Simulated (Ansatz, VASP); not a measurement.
# NaB3 in two plane-wave programs, part 2 of 2

Aim: how closely do two programs agree when they are given the same cell, functional and k mesh? The cell is invented: other elements were put on sites of a known structure type. It may not be a known or stable phase. The cell is taken from a series of VASP runs on this material, whose earlier steps may have relaxed, scaled or displaced it; both programs get it as it stands.

VASP 6.6.1 and Ansatz 0.2.0.

So far. Step 2 (VASP: band structure, HSE06): The k-mesh is coarse for exact exchange; levels may shift by about 0.1 eV on a finer one.

### Step 3. Ansatz: band structure, HSE06

Level of this step: Ansatz beside VASP: Kohn-Sham DFT, plane waves, HSE06 (Ansatz).

Ansatz runs on its default PAW (the set named soft_2) files.

The same cell, functional, mesh and smearing now go to Ansatz, which takes its cutoff from its data sets.

input.yaml

```yaml
crystal:
  lattice:
    - [3.274017763, 0.0, 0.0]
    - [0.0, 3.274017763, 0.0]
    - [0.0, 0.0, 3.274017763]
  atoms:
    - { symbol: Na, position: [0.0, 0.0, 0.0] }
    - { symbol: B, position: [0.0, 0.5, 0.5] }
    - { symbol: B, position: [0.5, 0.0, 0.5] }
    - { symbol: B, position: [0.5, 0.5, 0.0] }
hamiltonian:
  xc: { exchange: pbe, correlation: pbe, exx: { coeff: 0.25, omega: 0.2 } }
  pseudopotentials: { kind: paw }
kpoints:
  mp_grid: { grid: [4, 4, 4] }
  band_path:
    path:
      - [0.0, 0.0, 0.0]
      - [0.0, 0.3, 0.0]
      - [0.0, 0.5, 0.0]
      - [0.3, 0.5, 0.0]
      - [0.5, 0.5, 0.0]
      - [0.2, 0.2, 0.0]
      - [0.1, 0.1, 0.1]
      - [0.4, 0.4, 0.4]
      - [0.4, 0.5, 0.4]
      - [0.1, 0.5, 0.1]
      - [0.5, 0.5, 0.1]
      - [0.5, 0.5, 0.5]
    npoints: 1
scf:
  occupations: { method: fermi_dirac, width: 0.05 }
  n_extra_bands: 8
output:
  forces: true
  stress: true
  eigenvalues: true
```

The run is started by

```bash
$ ansatz run input.yaml --threads 4 --pin off --max-ram 9216MiB --backend cpu --events-out ev --progress --plain --runs-dir out
```

Numbers of over 12 decimals in the logs are rounded to 6 here.

Output:

```text
Warning: output.stress: scf.convergence.dr2_threshold = 1e-7 eV (the SCF's general default) is looser than the 4e-10 eV advised for a printed stress (1e-10 eV for each atom of the cell: 4). What an SCF threshold leaves in a stress goes as its square root, and in the free energy as the threshold itself, and one threshold admits the most on a small cell: [figures from the program's tests cut] Set scf.convergence.dr2_threshold to 4e-10 eV or tighter. The threshold is an SCF's pass mark: one that does not reach it within its budget of iterations ends unconverged, or closes short of it on a stop that the run arms, and scf.convergence.dr2_threshold's page says what that costs each kind of run
Warning: output.stress: scf.exx.energy_threshold = 1e-6 eV is looser than the 4e-8 eV advised for a stress under a hybrid functional (1e-8 eV for each atom of the cell: 4). Every SCF of the exchange loop can meet its threshold on dr2 while the loop round them stops early: no threshold on dr2 bounds what that leaves in the stress. Set scf.exx.energy_threshold to 4e-8 eV or tighter. The threshold is the loop's pass mark: a loop that does not reach it within its budget of cycles ends unconverged, and scf.exx.energy_threshold's page has the law
scf.n_extra_bands = 8 over 9 filled bands (N_el = 18.0): the run solves 17 bands
Engine: ansatz 0.2.0, aarch64-unknown-linux-gnu
Pseudopotentials: kind: paw
Pseudopotential: Na, paw, valence charge 9, recommended cutoff 420 eV (normal), Na.paw.azcp
Pseudopotential: B, paw, valence charge 3, recommended cutoff 420 eV (normal), B.paw.azcp
Functional definition: unnamed
  parameter a_1 = 0.25
  parameter omega_1 = 0.2/angstrom
  exchange = pbe_x + (-a_1)*pbe_x_sr(omega_1) + a_1*exact_x_sr(omega_1)
  correlation = pbe_c
Crystal: 4 atoms, lattice volume = 35.095 Å³
Basis set: ecut = 420 eV, 691 PW (Γ), exchange–correlation on 48×48×48 points (8 copies of the dense FFT grid, shifted against one another)
Bands: 17, of which v1, the nominal top of the filled ones, is band 9 counted from 1 (8 counted from 0)
Symmetry: 48 space group operations
Space group: Pm-3m (ITA 221), of the structure as read, at distance tolerance 3.3e-5 Å
k-points: 10 of 64
Non-local potential: Na, projectors of the file, l = 0: 3, l = 1: 2, l = 2: 1
Non-local potential: B, projectors of the file, l = 0: 2, l = 1: 2, l = 2: 1
PAW form: soft (Blöchl's): semilocal exchange-correlation on the pseudo side does not see the compensation charge
PAW frozen core: Na, regenerated for the run's functional, and the local potential with it (the file was generated under x = pbe(κ = 0.804, μ = 0.219515), c = pbe(β = 0.066725))
PAW frozen core: B, regenerated for the run's functional, and the local potential with it (the file was generated under x = pbe(κ = 0.804, μ = 0.219515), c = pbe(β = 0.066725))
PAW one-centre angular grid: Na, 110 points (default); XC on 96 Gauss nodes
PAW one-centre angular grid: B, 110 points (default); XC on 64 Gauss nodes
Initial density: superposition of atomic densities (neutral atoms: chi_scale 0, normalization atom), corrected by the library's trained network
Initial wavefunctions: pseudopotential atomic-orbital guess
Functional: x = pbe(κ = 0.804, μ = 0.219515), c = pbe(β = 0.066725), warm-up for x = pbe(κ = 0.804, μ = 0.219515) + 0.25 (exact − pbe) at short range (hse, ω = 0.2 Å⁻¹), c = pbe(β = 0.066725)
SCF iter   1: F=—  HF=-1946.672759 eV  |F-HF|=—  |Δ(HF+E_count)|=         —  Δρ=3.52e-3  dr2=2.95e-3  ethr=1.77e-3  ⟨swp⟩=6.4  Hψ=663  notcnv=0
preconditioner: auto → none  [metal: Δε(μ)=0.253 eV  Ē_g=17.903 eV  σ=0.050 eV  W_gap=0.50  n_scr=6 (ndim 8)  ℏωp=25.1 eV  f_vac=0.000  D(μ)=2.10/eV (n_scr^D=18)  sad-step TF]
SCF iter   2: F=—  HF=-1946.672830 eV  |F-HF|=—  |Δ(HF+E_count)|=   7.09e-5  Δρ=2.16e-3  dr2=1.18e-3  ethr=1.64e-5  ⟨swp⟩=3.1  Hψ=303  notcnv=0  defer=1
iter 3 solved again at ethr=1.56e-7 eV; its pass at ethr=6.55e-6 eV (dr2=2.80e-5 eV) is discarded
SCF iter   3: F=—  HF=-1946.672882 eV  |F-HF|=—  |Δ(HF+E_count)|=   5.24e-5  Δρ=3.11e-4  dr2=2.80e-5  ethr=1.56e-7  ⟨swp⟩=2.6  Hψ=575  notcnv=0
SCF iter   4: F=—  HF=-1946.672872 eV  |F-HF|=—  |Δ(HF+E_count)|=   9.79e-6  Δρ=5.22e-5  dr2=3.23e-7  ethr=1.55e-7  ⟨swp⟩=3.0  Hψ=335  notcnv=0
SCF iter   5: F=—  HF=-1946.672872 eV  |F-HF|=—  |Δ(HF+E_count)|=   1.68e-7  Δρ=4.31e-6  dr2=5.89e-9  ethr=1.80e-9  ⟨swp⟩=3.0  Hψ=331  notcnv=0
SCF iter   6: F=-1946.672872 eV  HF=-1946.672872 eV  |F-HF|=1.58e-10  |Δ(HF+E_count)|=   1.15e-9  Δρ=1.06e-6  dr2=1.52e-10  ethr=3.27e-11  ⟨swp⟩=3.0  Hψ=301  notcnv=0
SCF 1 converged in 6 iterations: F = -1946.672872 eV  dr2 = 1.52e-10
  greatest PAW one-centre occupation: 1.001 electrons in one spin orbital (limit 2), on the Na atom at site 0 (counted from 0), in its partial waves of l = 1
Initial density: handed on by an earlier stage of this run
Initial wavefunctions: those handed on with the density
Functional: x = pbe(κ = 0.804, μ = 0.219515) + 0.25 (exact − pbe) at short range (hse, ω = 0.2 Å⁻¹), c = pbe(β = 0.066725)
Exchange kernel: α = 0.2500, screened, ω = 0.2000 Å⁻¹, Wigner–Seitz truncation, v(0) = 1073.3096 eV·Å³, q-mesh 4×4×4, nearest image of the exchange supercell L = 13.10 Å, pair-density grid 15×15×15, without the augmentation charges, whose exchange is taken in its separable form by FFT convolution over the k-point mesh (sized by the pseudopotential files, 24×24×24 at the most), smooth part of the exact exchange by density-matrix convolution
Frozen-core exchange: fock
iter 1 solved again at ethr=7.71e-5 eV; its pass at ethr=1.00e-1 eV (dr2=1.39e-2 eV) is discarded
SCF iter   1: F=—  HF=-1946.557070 eV  |F-HF|=—  |Δ(HF+E_count)|=         —  Δρ=7.57e-3  dr2=1.46e-2  ethr=7.71e-5  ⟨swp⟩=3.5  Hψ=788  notcnv=0
preconditioner: auto → none  [metal: Δε(μ)=0.108 eV  Ē_g=12.839 eV  σ=0.050 eV  W_gap=0.43  n_scr=6 (ndim 8)  ℏωp=19.8 eV  f_vac=0.000  D(μ)=1.81/eV (n_scr^D=18)]
SCF iter   2: F=—  HF=-1946.551868 eV  |F-HF|=—  |Δ(HF+E_count)|=   5.20e-3  Δρ=2.96e-3  dr2=2.32e-3  ethr=7.71e-5  ⟨swp⟩=2.0  Hψ=297  notcnv=0
SCF iter   3: F=—  HF=-1946.550923 eV  |F-HF|=—  |Δ(HF+E_count)|=   9.45e-4  Δρ=6.25e-4  dr2=9.04e-5  ethr=1.28e-5  ⟨swp⟩=3.0  Hψ=416  notcnv=0
SCF iter   4: F=—  HF=-1946.550871 eV  |F-HF|=—  |Δ(HF+E_count)|=   5.29e-5  Δρ=1.82e-4  dr2=6.57e-6  ethr=4.59e-7  ⟨swp⟩=3.0  Hψ=340  notcnv=0
SCF iter   5: F=-1946.550867 eV  HF=-1946.550868 eV  |F-HF|=3.98e-7  |Δ(HF+E_count)|=   2.81e-6  Δρ=2.21e-5  dr2=2.34e-7  ethr=3.29e-8  ⟨swp⟩=3.0  Hψ=397  notcnv=0
SCF 2 stopped early in 5 iterations: F = -1946.550867 eV  dr2 = 2.34e-7
hybrid outer 1: dexx = +3.468e-3 eV, tail = 7.10e-6 eV
Exchange kernel: α = 0.2500, screened, ω = 0.2000 Å⁻¹, Wigner–Seitz truncation, v(0) = 1073.3096 eV·Å³, q-mesh 4×4×4, nearest image of the exchange supercell L = 13.10 Å, pair-density grid 15×15×15, without the augmentation charges, whose exchange is taken in its separable form by FFT convolution over the k-point mesh (sized by the pseudopotential files, 24×24×24 at the most), smooth part of the exact exchange by density-matrix convolution
Frozen-core exchange: fock
SCF iter   1: F=—  HF=-1946.550860 eV  |F-HF|=—  |Δ(HF+E_count)|=         —  Δρ=5.63e-5  dr2=5.57e-7  ethr=1.97e-7  ⟨swp⟩=3.5  Hψ=408  notcnv=0
preconditioner: auto → none  [insulator: Δε(μ)=0.152 eV  Ē_g=12.825 eV  σ=0.050 eV  W_gap=0.57  n_scr=6 (ndim 8)  ℏωp=19.8 eV  f_vac=0.000  D(μ)=1.46/eV (n_scr^D=18)]
SCF iter   2: F=—  HF=-1946.550860 eV  |F-HF|=—  |Δ(HF+E_count)|=   8.41e-8  Δρ=1.17e-5  dr2=2.92e-8  ethr=2.82e-9  ⟨swp⟩=3.2  Hψ=345  notcnv=0
SCF iter   3: F=-1946.550860 eV  HF=-1946.550860 eV  |F-HF|=2.62e-9  |Δ(HF+E_count)|=   2.89e-8  Δρ=4.39e-6  dr2=2.55e-9  ethr=1.31e-10  ⟨swp⟩=3.1  Hψ=348  notcnv=0
SCF 3 converged in 3 iterations: F = -1946.550860 eV  dr2 = 2.55e-9
  Residual-converged pass: ⟨swp⟩=2.9  Hψ=276  notcnv=0  max |occ|·‖R‖ = 1.7e-6 eV (tolerance 2.4e-6 eV)  dr2=2.55e-9  dr2_onsite=2.75e-9  max |Δocc| = 1.1e-11
hybrid outer 2: dexx = +2.834e-7 eV, tail = 1.30e-8 eV, Δε = 2.44e-3 eV (about 1.38e-4 eV left of the loop's levels)
NSCF: frozen V_eff on 12 k-points
hybrid SCF converged: 2 outer / 8 inner (+6 warm-up), last move |dexx| = 2.83e-7 eV, tail = 1.30e-8 eV
Stability not checked: this state was not tested for a lower state beside it, because the functional holds exact exchange (a hybrid, or Hartree-Fock), whose exchange loop this test does not read (fock_operator; see scf.lower_state_search)
Free energy (F): -1946.550860 eV
Frozen-core exchange: fock
Harris-Foulkes:  -1946.550860 eV  (|F-HF|=2.62e-9)
Internal energy: -1946.538866 eV  (E = F + TS)
E sigma→0 (E₀):  -1946.544863 eV
Entropy (-TS):   -0.011994 eV (-2.998 meV/atom)
Fermi energy:    9.000687 eV
--- Per-component energies (eV) ---
  E_band       = -160.802315
  E_kinetic    = 248.264111
  E_local      = -1218.279958  (includes V_loc(G=0)·N_el)
  E_nonlocal   = 154.119696
  E_hartree    = 447.884716
  E_xc         = -106.934298
  E_vxc        = -128.477500  (∫ρ·V_xc dr)
  E_exx        = -57.082697  (= α·E_x^exact, valence–valence)
  E_paw        = -463.880891  (= ΣΔE_a)
  E_vpaw       = 1.968274  (= ΣTr[D̂ρ^β])
  E_aug_tail   = -0.000046  (compensation charges beyond the density's cutoff)
  E_ewald      = -950.557880
  E_core_change = -0.071619  (= ΣΔE_core)
  E_smearing   = -0.011994  (= −TS)
  E_closure    = -0.000000  (closes the sum)
  Σ components = -1946.550860   (vs F -1946.550860, Δ=2.27e-13)
--- Forces (eV/Å), atoms counted from 1 ---
  atom   1  Na    -0.00000000     0.00000000     0.00000000
  atom   2  B      0.00000000    -0.00000000     0.00000000
  atom   3  B      0.00000000     0.00000000     0.00000000
  atom   4  B      0.00000000     0.00000000    -0.00000000
  max |Σ_I F_I| component: 2.30e-31 eV/Å
--- Stress (GPa, compression-positive) ---
        1.055203       0.000000       0.000000
        0.000000       1.055203       0.000000
        0.000000       0.000000       1.055203
  P = ⅓ Tr σ = 1.0552 GPa (10.552 kbar)
--- Band table (eV; the first three rows and the last of 10) ---
  k-point 0: bands = [... 5 lower, 5.8505, 5.8505, 5.8505, 8.3258, 8.3258, 15.0232, 15.0232, 15.0232, ... 4 higher]
  k-point 1: bands = [... 5 lower, 1.9894, 6.5099, 6.5099, 8.9681, 11.6493, 13.2721, 13.2721, 13.3820, ... 4 higher]
  k-point 2: bands = [... 5 lower, -1.2489, 7.6075, 7.6075, 10.6760, 10.9045, 11.1652, 11.1652, 13.5924, ... 4 higher]
  k-point 9: bands = [... 5 lower, 3.5039, 3.5039, 3.5039, 4.7041, 4.7041, 4.7041, 17.1187, 20.1368, ... 4 higher]
```

The job ended after 12 s (4 threads of Arm Neoverse V1, shared host; peak memory 0.52 GiB; 42 s of CPU time).

### Step 4. Comparison

Known differences besides the potentials themselves: exact exchange at q = 0 is treated differently, which shows on coarse meshes; VASP keeps PBE cores, Ansatz makes them for the functional; the data sets hold 18 valence electrons in Ansatz (default PAW (the set named soft_2) files) and 16 in VASP; VASP takes a coarser grid for exact exchange (PRECFOCK = Fast). Total energies have different zeros and are not compared.

Levels from 3 eV below to 2 eV above the Fermi level differ by 4 meV r.m.s. and 6 meV at most; each VASP level is matched to the nearest of Ansatz, which flatters the figure a little.

### Step 5. Outcome

* r.m.s. difference of levels near the Fermi level (band structure, HSE06): 4.1 meV

**Reading.** The r.m.s. difference of levels near the Fermi level is 4.1 meV (band structure, HSE06), within the 80 meV picked in this series as the mark of a large difference. Such differences can come from data sets, numerical settings and the points named under the comparisons, not from the functional's error against experiment.

[Lines on the potential files, build, host, timing and source positions are cut from VASP's logs without a mark.]

[Logs are printed without paths, hosts, clocks, repeated set-up lines and the standing remarks that a program may print on its own settings, such as how far it seeks lower states.]

[Hosts, paths, dates, database ids (printed as entryN), source tags and the programs' standing remarks are cut or masked in the printed files.]
